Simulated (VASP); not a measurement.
GaB:

```
Ga B
1.0
     2.71824    0.00000    0.00000
     0.00000    2.71824    0.00000
     0.00000    0.00000    3.23621
Ga B
1 1
Direct
  0.50000 0.50000 0.50000
  0.00000 0.00000 0.00000
```

The cell was built by a generator and needn't be a form met in nature.

| Property | Result |
| --- | --- |
| Program | VASP 6.6.1 |
| Task | relaxation of cell and atoms |
| Functional | PBEsol |
| Dispersion | rVV10 |
| Potentials or basis | VASP PAW PBE potentials, release 64 (Ga_d, B) |
| Cutoff | 600 eV |
| k mesh | 10 × 10 × 8 |
| Occupations | fermi-dirac, width 0.05 eV |
| Spin | no spin polarisation |

At the start: pressure -4.5 GPa; volume 11.96 Å³/atom.

**Question.** How do energy, volume and symmetry change on relaxing?

**Answer.** Over 6 steps the energy falls by 7.8 meV/atom and the volume is 11.42 Å³/atom (-4.5 %); space group P4/mmm (No. 123, to 0.05 Å).

The path:
| step | energy change (eV) | largest force (eV/Å) | pressure (GPa) | volume (Å³) |
| --- | --- | --- | --- | --- |
| 1 | 0.0000 | 0.0000 | -4.53 | 23.91 |
| 2 | -0.0145 | 0.0000 | 0.80 | 22.76 |
| 3 | -0.0148 | 0.0000 | -0.07 | 22.91 |
| 4 | -0.0148 | 0.0000 | 0.10 | 22.89 |
| 5 | -0.0152 | 0.0000 | 0.11 | 22.87 |
| 6 | -0.0156 | 0.0000 | -0.08 | 22.85 |

Final structure:
```
Ga B
1.0
     2.66830    0.00000    0.00000
     0.00000    2.66830    0.00000
     0.00000    0.00000    3.20866
Ga B
1 1
Direct
  0.50000 0.50000 0.50000
  0.00000 0.00000 0.00000
```

Caveat: the PAW data sets were made with another functional, which shifts forces and pressure a little.
